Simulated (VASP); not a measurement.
# GaGe (F-43m) in VASP: a series of runs

One crystal, GaGe, is run at these levels: r2SCAN; tasks: single point.

Everything below comes from runs of VASP 6.6.1. Logs are shortened: lines on timing, memory, paths and dates and some standing lists are left out, and cuts for length are marked.

## Step 1: Starting point

Symmetry: F-43m, No. 216, cubic system. The conventional cell has a = 5.796 Å, b = 5.796 Å, c = 5.796 Å, α = 90.00°, β = 90.00°, γ = 90.00°. Around Ge (site symmetry -43m) lie 4 Ga at 2.51 Å. Around Ga (site symmetry -43m) lie 4 Ge at 2.51 Å.

The cell comes from a database or a generator and needn't be the stable form of this composition.

## Step 2: Single point, r2SCAN

Input file INCAR:

```
SYSTEM = GaGe
PREC = Accurate ; ENCUT = 700
EDIFF = 1E-6 ; ISMEAR = -1
SIGMA = 0.1 ; LREAL = .False.
LASPH = .True. ; NELM = 100
ALGO = Normal ; ISIF = 2
LWAVE = .False. ; LCHARG = .False.
METAGGA = R2SCAN ; LMIXTAU = .True.
NBANDS = 10 ; ADDGRID = .False.
```

Input file KPOINTS:

```
regular mesh
0
Gamma
  5 5 5
  0 0 0
```

Input file POSCAR:

```
GaGe
1.0
    0.0000000000      2.8978440000      2.8978440000
    2.8978440000      0.0000000000      2.8978440000
    2.8978440000      2.8978440000      0.0000000000
Ge Ga
1 1
Direct
    0.0000000000      0.0000000000      0.0000000000
    0.2500000000      0.2500000000      0.2500000000
```

Potentials or basis: VASP PAW PBE potentials, release 64 (Ge, Ga).

Command:

```bash
> cat potpaw_PBE.64/Ge/POTCAR potpaw_PBE.64/Ga/POTCAR > POTCAR
> mpirun -np 1 vasp_std > vasp.out
```

OUTCAR:

```text
SYSTEM = GaGe
   PREC = Accurate
   ENCUT = 700
   EDIFF = 1E-6
   ISMEAR = -1
   LREAL = .False.
   LASPH = .True.
   NELM = 100
   ISIF = 2
   METAGGA = R2SCAN

 Found     10 irreducible k-points:

 Following reciprocal coordinates:
            Coordinates               Weight
  0.000000  0.000000  0.000000      1.000000
  0.200000  0.000000  0.000000      8.000000
  0.400000  0.000000  0.000000      8.000000
  0.200000  0.200000  0.000000      6.000000
  0.400000  0.200000  0.000000     24.000000
 -0.400000  0.200000  0.000000     24.000000
   k-points           NKPTS =     10   k-points in BZ     NKDIM =     10   number of bands    NBANDS=     10
   number of dos      NEDOS =    301   number of ions     NIONS =      2
   total plane-waves  NPLWV =  46656
   dimension x,y,z NGX =    36 NGY =   36 NGZ =   36
   dimension x,y,z NGXF=    72 NGYF=   72 NGZF=   72
   ions per type =               1   1
   NGX,Y,Z   is equivalent  to a cutoff of  14.60, 14.60, 14.60 a.u.
   NGXF,Y,Z  is equivalent  to a cutoff of  29.21, 29.21, 29.21 a.u.
 SYSTEM =  GaGe
   PREC   = accura    normal or accurate (medium, high low for compatibility)
   ISTART =      0    job   : 0-new  1-cont  2-samecut
   ICHARG =      2    charge: 1-file 2-atom 10-const
   ISPIN  =      1    spin polarized calculation?
   LNONCOLLINEAR =      F non collinear calculations
   LSORBIT =      F    spin-orbit coupling
   LASPH  =      T    aspherical Exc in radial PAW
   ENCUT  =  700.0 eV  51.45 Ry    7.17 a.u.   8.84  8.84  8.84*2*pi/ulx,y,z
   NELM   =    100;   NELMIN=  2; NELMDL= -5     # of ELM steps
   EDIFF  = 0.1E-05   stopping-criterion for ELM
   LREAL  =      F    real-space projection
   EDIFFG = 0.1E-04   stopping-criterion for IOM
   NSW    =      0    number of steps for IOM
   IBRION =     -1    ionic relax: 0-MD 1-quasi-New 2-CG
   NFREE  =      0    steps in history (QN), initial steepest desc. (CG)
   ISIF   =      2    stress and relaxation
   ISYM   =      2    0-nonsym 1-usesym 2-fastsym
   POTIM  = 0.5000    time-step for ionic-motion
   TEBEG  =    0.0;   TEEND  =   0.0 temperature during run
   PSTRESS=    0.0 pullay stress
   NELECT =       7.0000    total number of electrons
   NUPDOWN=      -1.0000    fix difference up-down
   EMIN   =  10.00;   EMAX   =-10.00  energy-range for DOS
   EFERMI =   0.00;   METHOD = LEGACY
   ISMEAR =    -1;   SIGMA  =   0.10  broadening in eV -4-tet -1-fermi 0-gaus
   EFERMI_NEDOS =   21; number of points for ismear=-14 and -15
   IALGO  =     38    algorithm
   IMIX   =      4    mixing-type and parameters
     AMIX     =   0.40;   BMIX     =  1.00
     AMIX_MAG =   1.60;   BMIX_MAG =  1.00
  volume/ion in A,a.u.               =      24.33       164.22
  Fermi-wavevector in a.u.,A,eV,Ry     =   0.857740  1.620894 10.010058  0.735719
  Thomas-Fermi vector in A             =   1.974840
   LORBIT       =      0    0 simple, 1 ext, 2 COOP (PROOUT), +10 PAW based schemes
   METAGGA = R2SCAN    functional components
   LHFCALC =     F    Hartree Fock is set to
   AEXX    =    0.0000 exact exchange contribution
   IVDW    =     0    specifies the selected vdW correction
   LEPSILON=     F    determine dielectric tensor
   LRPA    =     F    only Hartree local field effects (RPA)
 non-spin polarized calculation
  energy-cutoff  :      700.00
  volume of cell :       48.67
 maximum number of plane-waves:      2085
   NGX = 17   NGY = 17   NGZ = 17

 number of electron       7.0000000 magnetization

 Free energy of the ion-electron system (eV)
  ---------------------------------------------------
  ext. energy  EPLUGINS =         0.00000000
  ---------------------------------------------------
  free energy    TOTEN  =       -25.00116417 eV

  energy without entropy =      -24.96826427  energy(sigma->0) =      -24.98471422

 E-fermi :   1.1672     XC(G=0):  -9.1484

 val. band max:        1.0358934305   @ k =  -0.4000   0.2000   0.0000
 cond. band min:       1.3374659883   @ k =   0.2000   0.2000   0.0000
 fundamental gap:      0.3015725578
 Fermi energy:         1.1671678927

 k-point     1 :       0.0000    0.0000    0.0000
  band No.  band energies     occupation
      1      -9.8023      2.00000
      2       2.9166      0.00000
      3       2.9166      0.00000
      4       2.9166      0.00000
      5       3.7704      0.00000
      6       5.8004      0.00000
      7       5.8004      0.00000
      8       5.8004      0.00000
      9       9.6065      0.00000
     10      12.2581      0.00000

 k-point     2 :       0.2000    0.0000    0.0000
  band No.  band energies     occupation
      1      -9.3294      2.00000
      2      -0.6057      2.00000
      3       2.2747      0.00003
      4       2.2747      0.00003
      5       4.2722      0.00000
      6       6.6300      0.00000
      7       6.6300      0.00000
      8       7.9698      0.00000
      9      11.0997      0.00000
     10      11.1158      0.00000

 k-point     3 :       0.4000    0.0000    0.0000
  band No.  band energies     occupation
      1      -8.1439      2.00000
      2      -3.7700      2.00000
      3       1.6325      0.01888
      4       1.6325      0.01888
      5       3.6962      0.00000
      6       6.8856      0.00000
      7       6.8856      0.00000
      8      10.0940      0.00000
      9      11.9419      0.00000
     10      12.7865      0.00000

 k-point     4 :       0.2000    0.2000    0.0000
  band No.  band energies     occupation
      1      -9.1655      2.00000
      2      -0.4823      2.00000
      3       1.3375      0.30815
      4       1.3375      0.30815
      5       4.5043      0.00000
      6       6.1913      0.00000
      7       8.1883      0.00000
      8       8.1883      0.00000
      9       9.7052      0.00000
     10      12.3105      0.00000

 k-point     5 :       0.4000    0.2000    0.0000
  band No.  band energies     occupation
      1      -8.1540      2.00000
      2      -3.0109      2.00000
      3       0.0932      1.99996
      4       0.7632      1.96541
      5       4.7737      0.00000
      6       6.7470      0.00000
      7       8.0855      0.00000
      8       8.8618      0.00000
      9      12.7213      0.00000
     10      13.4076      0.00000

 k-point     6 :      -0.4000    0.2000    0.0000
  band No.  band energies     occupation
      1      -7.4630      2.00000
      2      -4.1951      2.00000
      3      -0.7199      2.00000
      4       1.0359      1.57594
      5       4.9063      0.00000
      6       7.3965      0.00000
      7       8.2061      0.00000
      8      10.4132      0.00000
      9      11.3948      0.00000
     10      12.2886      0.00000

 [... further k-points ...]

------------------------ aborting loop because EDIFF is reached ----------------------------------------

  FORCE on cell =-STRESS in cart. coord.  units (eV):
  Direction    XX          YY          ZZ          XY          YZ          ZX
  --------------------------------------------------------------------------------------
  -------------------------------------------------------------------------------------
  Total       -0.7157558     -0.7157558     -0.7157558     -0.0000000     -0.0000000     -0.0000000
  in kB      -23.5624498    -23.5624498    -23.5624498     -0.0000000     -0.0000000     -0.0000000
  external PRESSURE =     -23.5624498 kB  Pullay stress =       0.0000000 kB

 VOLUME and BASIS-vectors are now :
 -----------------------------------------------------------------------------
  energy-cutoff  :      700.00
  volume of cell :       48.67
      direct lattice vectors                 reciprocal lattice vectors
     0.000000000  2.897844000  2.897844000    -0.172542069  0.172542069  0.172542069
     2.897844000  0.000000000  2.897844000     0.172542069 -0.172542069  0.172542069
     2.897844000  2.897844000  0.000000000     0.172542069  0.172542069 -0.172542069

 POSITION                                       TOTAL-FORCE (eV/Angst)
 -----------------------------------------------------------------------------------
      0.00000      0.00000      0.00000        -0.000000     -0.000000     -0.000000
      1.44892      1.44892      1.44892         0.000000      0.000000      0.000000
 -----------------------------------------------------------------------------------
    total drift:                                0.000000      0.000000      0.000000

  FREE ENERGIE OF THE ION-ELECTRON SYSTEM (eV)
  ---------------------------------------------------
  free  energy   TOTEN  =       -25.0011641682 eV

  energy  without entropy=      -24.9682642662  energy(sigma->0) =      -24.98471422
```

stdout:

```text
POSCAR found type information on POSCAR GeGa
 POSCAR found :  2 types and       2 ions
 scaLAPACK will be used
 -----------------------------------------------------------------------------
|                                                                             |
|                                                                             |
|     You enforced a specific xc type in the INCAR file but a different       |
|     I HOPE YOU KNOW WHAT YOU ARE DOING!                                     |
|                                                                             |
 -----------------------------------------------------------------------------

 LDA part: xc-table for (None), standard interpolation
 POSCAR, INCAR and KPOINTS ok, starting setup
 FFT: planning ... GRIDC
 FFT: planning ... GRID_SOFT
 FFT: planning ... GRID
 WAVECAR not read
 entering main loop
```

It took 29 s on 1 thread of Intel Xeon Platinum 8488C (Sapphire Rapids), shared host; peak memory 0.21 GiB.

The run converged, but some of its settings lie outside the range that counts as converged, so its numbers aren't taken as properties of the crystal.

What came out:

* Free energy: -25.0012 eV
* Pressure: -2.4 GPa
* Band gap on the k mesh: none (metal or under the smearing width)

Caveat: the k mesh is coarse (spacing up to 0.38 Å⁻¹), so the values aren't converged; the PAW data sets were made with another functional, which shifts forces and pressure a little.

## Step 3: Single point, r2SCAN

Edit INCAR of step 2 so:

```diff
@@ -1,3 +1,3 @@
 SYSTEM = GaGe
-PREC = Accurate ; ENCUT = 700
+PREC = Accurate ; ENCUT = 900
 EDIFF = 1E-6 ; ISMEAR = -1
```

KPOINTS is that of step 2.

POSCAR is that of step 2.

Potentials or basis: VASP PAW PBE potentials, release 64 (Ge, Ga).

Command:

```bash
> cat potpaw_PBE.64/Ge/POTCAR potpaw_PBE.64/Ga/POTCAR > POTCAR
> mpirun -np 1 vasp_std > vasp.out
```

Run time: 38 s. Hardware: 1 thread of Intel Xeon Platinum 8488C (Sapphire Rapids), shared host; peak memory 0.26 GiB.

The run converged, but some of its settings lie outside the range that counts as converged, so its numbers aren't taken as properties of the crystal.

What came out:

```
Free energy            : -25.0014 eV
Pressure               : -2.4 GPa
Band gap on the k mesh : none (metal or under the smearing width)
```

Caveat: the k mesh is coarse (spacing up to 0.38 Å⁻¹), so the values aren't converged; the PAW data sets were made with another functional, which shifts forces and pressure a little.

## Step 4: Single point, r2SCAN

Edit INCAR of step 3 so:

```diff
@@ -1,3 +1,3 @@
 SYSTEM = GaGe
-PREC = Accurate ; ENCUT = 900
+PREC = Accurate ; ENCUT = 300
 EDIFF = 1E-6 ; ISMEAR = -1
```

Input file KPOINTS:

```
regular mesh
0
Gamma
  10 10 10
  0 0 0
```

POSCAR is that of step 3.

Command:

```bash
> cat potpaw_PBE.64/Ge/POTCAR potpaw_PBE.64/Ga/POTCAR > POTCAR
> mpirun -np 1 vasp_std > vasp.out
```

Wall time 26 s (1 thread of Intel Xeon Platinum 8488C (Sapphire Rapids), shared host); peak memory 0.14 GiB.

These settings aren't checked as converged: the numbers below hold their error.

What came out:

```
Free energy            : -24.9348 eV
Pressure               : -2.3 GPa
Band gap on the k mesh : none (metal or under the smearing width)
```

Caveat: the PAW data sets were made with another functional, which shifts forces and pressure a little.

## Step 5: Single point, r2SCAN

Edit INCAR of step 4 so:

```diff
@@ -1,3 +1,3 @@
 SYSTEM = GaGe
-PREC = Accurate ; ENCUT = 300
+PREC = Accurate ; ENCUT = 350
 EDIFF = 1E-6 ; ISMEAR = -1
```

KPOINTS is that of step 4.

POSCAR is that of step 4.

Command:

```bash
> cat potpaw_PBE.64/Ge/POTCAR potpaw_PBE.64/Ga/POTCAR > POTCAR
> mpirun -np 1 vasp_std > vasp.out
```

Wall time 50 s (1 thread of Intel Xeon Platinum 8488C (Sapphire Rapids), shared host); peak memory 0.17 GiB.

These settings aren't checked as converged: the numbers below hold their error.

What came out:

* Free energy: -24.9360 eV
* Pressure: -2.2 GPa
* Band gap on the k mesh: none (metal or under the smearing width)

Caveat: the PAW data sets were made with another functional, which shifts forces and pressure a little.

## Step 6: The reference run

An earlier run on the cell as given: functional PBE; potentials or basis VASP PAW PBE potentials, release 64 (Ge_d, Ga_d); cutoff 520 eV; k mesh 8 × 8 × 8; occupations fermi-dirac, width 0.05 eV; no spin polarisation.

* Pressure: 0.3 GPa
* Band gap on the k mesh: none (metal or under the smearing width)
